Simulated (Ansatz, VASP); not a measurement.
# Cross-check of Cu (Cu(111) slab) between VASP and Ansatz, part 2 of 2

Aim: how closely do two programs agree when they are given the same cell, functional and k mesh? The cell is taken from a series of runs on this material, whose earlier steps may have relaxed, scaled, displaced or heated it; both programs get it as it stands.

VASP 6.6.1 and Ansatz 0.2.0.

So far: The structure; Ansatz: single point, PBE; VASP: single point, PBE.

**3. VASP: single point, PBE (continued)**

Level of this step: PBE; plane waves and PAW (Cu) (VASP).

Numbers of over 12 decimals in the logs are rounded to 6 here.

OUTCAR, selected parts (step 3):

```text
ion  position               nearest neighbor table
   1  0.167  0.333  0.296-   8 2.55   2 2.55  20 2.55   7 2.57   7 2.57  13 2.57  13 2.57  19 2.57
                            19 2.57
   2  0.000  0.000  0.378-  15 2.55  21 2.55   3 2.55   7 2.55   1 2.55  19 2.55   8 2.57   8 2.57
                            14 2.57  14 2.57  20 2.57  20 2.57
   3  0.333  0.167  0.459-  14 2.55  20 2.55   2 2.55   4 2.56  10 2.56  16 2.56   9 2.57   9 2.57
                            15 2.57  15 2.57  21 2.57  21 2.57
   4  0.167  0.333  0.541-  11 2.55   5 2.55  23 2.55   3 2.56   9 2.56  15 2.56  10 2.57  10 2.57
                            16 2.57  16 2.57  22 2.57  22 2.57
   5  0.000  0.000  0.622-  10 2.55   4 2.55  22 2.55  18 2.55  24 2.55   6 2.55  11 2.57  11 2.57
                            17 2.57  17 2.57  23 2.57  23 2.57
   6  0.333  0.167  0.704-  17 2.55  23 2.55   5 2.55  12 2.57  12 2.57  18 2.57  18 2.57  24 2.57
                            24 2.57
   7  0.167  0.833  0.296-   2 2.55   8 2.55  14 2.55   1 2.57   1 2.57  19 2.57  19 2.57  13 2.57
                            13 2.57
   8  0.000  0.500  0.378-  21 2.55  15 2.55   9 2.55   1 2.55   7 2.55  13 2.55   2 2.57   2 2.57
                            20 2.57  20 2.57  14 2.57  14 2.57
   9  0.333  0.667  0.459-  20 2.55  14 2.55   8 2.55  10 2.56   4 2.56  22 2.56   3 2.57   3 2.57
                            21 2.57  21 2.57  15 2.57  15 2.57
  10  0.167  0.833  0.541-   5 2.55  11 2.55  17 2.55   9 2.56   3 2.56  21 2.56   4 2.57   4 2.57
                            22 2.57  22 2.57  16 2.57  16 2.57
  11  0.000  0.500  0.622-   4 2.55  10 2.55  16 2.55  24 2.55  18 2.55  12 2.55   5 2.57   5 2.57
                            23 2.57  23 2.57  17 2.57  17 2.57
  12  0.333  0.667  0.704-  23 2.55  17 2.55  11 2.55   6 2.57   6 2.57  24 2.57  24 2.57  18 2.57
                            18 2.57
  13  0.667  0.333  0.296-  20 2.55  14 2.55   8 2.55  19 2.57  19 2.57   1 2.57   1 2.57   7 2.57
                             7 2.57
  14  0.500  0.000  0.378-   3 2.55   9 2.55  15 2.55  19 2.55  13 2.55   7 2.55  20 2.57  20 2.57
                             2 2.57   2 2.57   8 2.57   8 2.57
  15  0.833  0.167  0.459-   2 2.55   8 2.55  14 2.55  16 2.56  22 2.56   4 2.56  21 2.57  21 2.57
                             3 2.57   3 2.57   9 2.57   9 2.57
  16  0.667  0.333  0.541-  23 2.55  17 2.55  11 2.55  15 2.56  21 2.56   3 2.56  22 2.57  22 2.57
                             4 2.57   4 2.57  10 2.57  10 2.57
  17  0.500  0.000  0.622-  22 2.55  16 2.55  10 2.55   6 2.55  12 2.55  18 2.55  23 2.57  23 2.57
                             5 2.57   5 2.57  11 2.57  11 2.57
  18  0.833  0.167  0.704-   5 2.55  11 2.55  17 2.55  24 2.57  24 2.57   6 2.57   6 2.57  12 2.57
                            12 2.57
  19  0.667  0.833  0.296-  14 2.55  20 2.55   2 2.55  13 2.57  13 2.57   7 2.57   7 2.57   1 2.57
                             1 2.57
  20  0.500  0.500  0.378-   9 2.55   3 2.55  21 2.55  13 2.55  19 2.55   1 2.55  14 2.57  14 2.57
                             8 2.57   8 2.57   2 2.57   2 2.57
  21  0.833  0.667  0.459-   8 2.55   2 2.55  20 2.55  22 2.56  16 2.56  10 2.56  15 2.57  15 2.57
                             9 2.57   9 2.57   3 2.57   3 2.57
  22  0.667  0.833  0.541-  17 2.55  23 2.55   5 2.55  21 2.56  15 2.56   9 2.56  16 2.57  16 2.57
                            10 2.57  10 2.57   4 2.57   4 2.57
  23  0.500  0.500  0.622-  16 2.55  22 2.55   4 2.55  12 2.55   6 2.55  24 2.55  17 2.57  17 2.57
                            11 2.57  11 2.57   5 2.57   5 2.57
  24  0.833  0.667  0.704-  11 2.55   5 2.55  23 2.55  18 2.57  18 2.57  12 2.57  12 2.57   6 2.57
                             6 2.57

  LATTYP: Found a hexagonal cell.
 ALAT       =     5.1406700000
 C/A-ratio  =     4.9591473485

 Subroutine GETGRP returns: Found 12 space group operations
 (whereof  2 operations were pure point group operations)

The static configuration has the point symmetry C_2 .
 The point group associated with its full space group is D_3d.

 Found     10 irreducible k-points:

   k-points           NKPTS =     10   k-points in BZ     NKDIM =     10   number of bands    NBANDS=    163

   dimension x,y,z NGX =    40 NGY =   40 NGZ =  192
   dimension x,y,z NGXF=    80 NGYF=   80 NGZF=  384

   ENCUT  =  520.0 eV  38.22 Ry    6.18 a.u.   9.56  9.56 47.40*2*pi/ulx,y,z

   NELECT =     264.0000    total number of electrons

 k-points in reciprocal lattice and weights: Automatic mesh
   0.00000000  0.00000000  0.00000000       0.016
   0.12500000 -0.00000000  0.00000000       0.094
   0.25000000 -0.00000000  0.00000000       0.094
   0.37500000 -0.00000000  0.00000000       0.094
   0.50000000 -0.00000000  0.00000000       0.047
   0.12500000  0.12500000  0.00000000       0.094
   0.25000000  0.12500000  0.00000000       0.188
   0.37500000  0.12500000  0.00000000       0.188
   0.25000000  0.25000000  0.00000000       0.094
   0.37500000  0.25000000  0.00000000       0.094

 average (electrostatic) potential at core
       1 -69.7171       2 -69.9825       3 -69.9860       4 -69.9860       5 -69.9825
       6 -69.7171       7 -69.7171       8 -69.9825       9 -69.9860      10 -69.9860
      11 -69.9825      12 -69.7171      13 -69.7171      14 -69.9825      15 -69.9860
      16 -69.9860      17 -69.9825      18 -69.7171      19 -69.7171      20 -69.9825
      21 -69.9860      22 -69.9860      23 -69.9825      24 -69.7171

 E-fermi :   1.2755

 k-point     1 :       0.0000    0.0000    0.0000
  band No.  band energies     occupation
    ...
    126       0.4840      1.99927
    127       0.7916      1.98430
    128       0.7916      1.98430
    129       0.7916      1.98430
    130       1.0049      1.87481
    131       1.5402      0.13231
    132       1.5402      0.13231
    133       1.5402      0.13231
    134       2.1005      0.00052
    135       2.1005      0.00052
    ...

 k-point     2 :       0.1250   -0.0000    0.0000
  band No.  band energies     occupation
    ...
    128       0.7634      1.98813
    129       0.8787      1.96288
    130       0.8787      1.96288
    131       1.1261      1.63345
    132       1.3445      0.66826
    133       1.4217      0.37645
    134       1.4217      0.37645
    135       1.8957      0.00404
    136       1.8957      0.00404
    137       2.0225      0.00114
    ...

 k-point     3 :       0.2500   -0.0000    0.0000
  band No.  band energies     occupation
    ...
    130       0.9702      1.90980
    131       1.1543      1.54141
    132       1.2955      0.90040
    133       1.2955      0.90040
    134       1.3334      0.71831
    135       1.8206      0.00855
    136       1.8206      0.00855
    137       2.0936      0.00056
    138       2.7345      0.00000
    139       2.7361      0.00000
    ...

  Total       -3.4014114     -3.4014102      1.2738094     -0.0000038      0.0000000     -0.0000000
  in kB       -9.3405620     -9.3405586      3.4979878     -0.0000105      0.0000000     -0.0000000
  external PRESSURE =      -5.0610443 kB  Pullay stress =       0.0000000 kB

  energy-cutoff  :      520.00
  volume of cell :      583.44
      direct lattice vectors                 reciprocal lattice vectors
     5.140670000  0.000000000  0.000000000     0.194527173  0.112310117  0.000000000
    -2.570330000  4.451950000  0.000000000     0.000000000  0.224620672  0.000000000
     0.000000000  0.000000000 25.493340000     0.000000000  0.000000000  0.039225931

 POSITION                                       TOTAL-FORCE (eV/Angst)
 -----------------------------------------------------------------------------------
      0.00003      1.48403      7.55521         0.000000      0.000000     -0.009419
      0.00003      0.00004      9.63062        -0.000000      0.000000     -0.050713
      1.28519      0.74204     11.70399         0.000000      0.000000      0.026519
      0.00003      1.48403     13.78935         0.000000      0.000000     -0.026519
      0.00003      0.00004     15.86272         0.000000      0.000000      0.050713
      1.28519      0.74204     17.93813         0.000000      0.000000      0.009419
     -1.28514      3.71000      7.55521         0.000000     -0.000000     -0.009419
     -1.28514      2.22602      9.63062        -0.000000      0.000000     -0.050713
      0.00003      2.96801     11.70399        -0.000000      0.000000      0.026519
     -1.28514      3.71000     13.78935         0.000000     -0.000000     -0.026519
     -1.28514      2.22602     15.86272        -0.000000      0.000000      0.050713
      0.00003      2.96801     17.93813        -0.000000      0.000000      0.009419
      2.57036      1.48403      7.55521        -0.000000     -0.000000     -0.009419
      2.57036      0.00004      9.63062        -0.000000      0.000000     -0.050713
      3.85553      0.74204     11.70399        -0.000000     -0.000000      0.026519
      2.57036      1.48403     13.78935         0.000000      0.000000     -0.026519
      2.57036      0.00004     15.86272         0.000000      0.000000      0.050713
      3.85553      0.74204     17.93813         0.000000      0.000000      0.009419
      1.28520      3.71000      7.55521         0.000000     -0.000000     -0.009419
      1.28520      2.22602      9.63062         0.000000      0.000000     -0.050713
      2.57036      2.96801     11.70399         0.000000      0.000000      0.026519
      1.28520      3.71000     13.78935         0.000000     -0.000000     -0.026519
      1.28520      2.22602     15.86272         0.000000      0.000000      0.050713
      2.57036      2.96801     17.93813         0.000000      0.000000      0.009419
 -----------------------------------------------------------------------------------
    total drift:                                0.000001      0.000001      0.000000

  FREE ENERGIE OF THE ION-ELECTRON SYSTEM (eV)
  ---------------------------------------------------
  free  energy   TOTEN  =       -85.9345239744 eV

  energy  without entropy=      -85.7037527186  energy(sigma->0) =      -85.81913835

 total charge
# of ion       s       p       d       tot
------------------------------------------
    1        0.449   0.286   9.186   9.921
    2        0.442   0.372   9.180   9.993
    3        0.445   0.378   9.172   9.994
    4        0.445   0.378   9.172   9.994
    5        0.442   0.372   9.180   9.993
    6        0.449   0.286   9.186   9.921
    7        0.449   0.286   9.186   9.921
    8        0.442   0.372   9.180   9.993
    9        0.445   0.378   9.172   9.994
   10        0.445   0.378   9.172   9.994
   11        0.442   0.372   9.180   9.993
   12        0.449   0.286   9.186   9.921
   13        0.449   0.286   9.186   9.921
   14        0.442   0.372   9.180   9.993
   15        0.445   0.378   9.172   9.994
   16        0.445   0.378   9.172   9.994
   17        0.442   0.372   9.180   9.993
   18        0.449   0.286   9.186   9.921
   19        0.449   0.286   9.186   9.921
   20        0.442   0.372   9.180   9.993
   21        0.445   0.378   9.172   9.994
   22        0.445   0.378   9.172   9.994
   23        0.442   0.372   9.180   9.993
   24        0.449   0.286   9.186   9.921
--------------------------------------------------
tot         10.684   8.284 220.301 239.269

[... 3 further parts left out ...]
```

**4. Comparison**

Known differences besides the potentials themselves: the data sets hold 456 valence electrons in Ansatz (on its default PAW (the set named soft_2) files) and 264 in VASP; the cutoff is 420 eV in Ansatz and 520 eV in VASP. Total energies have different zeros and are not compared.

The largest component of a force difference here is 17 meV/Å. Where the cell holds vacuum, a pressure given here is an average over it and none of the material.

**5. Summary of results**

* r.m.s. force difference (single point, PBE): 5.6 meV/Å

**Reading.** The r.m.s. force difference is 5.6 meV/Å (single point, PBE), within the 12 meV/Å picked in this series as the mark of a large difference. The data sets hold unlike numbers of valence electrons (456 in Ansatz and 264 in VASP), so part of the differences may come from the potentials. Such differences can come from data sets, numerical settings and the points named under the comparisons, not from the functional's error against experiment.

[Lines on the potential files, build, host, timing and source positions are cut from VASP's logs without a mark.]

[Logs are printed without paths, hosts, clocks, repeated set-up lines and the standing remarks that a program may print on its own settings, such as how far it seeks lower states.]

[Hosts, paths, dates, database ids (printed as entryN), source tags and the programs' standing remarks are cut or masked in the printed files.]
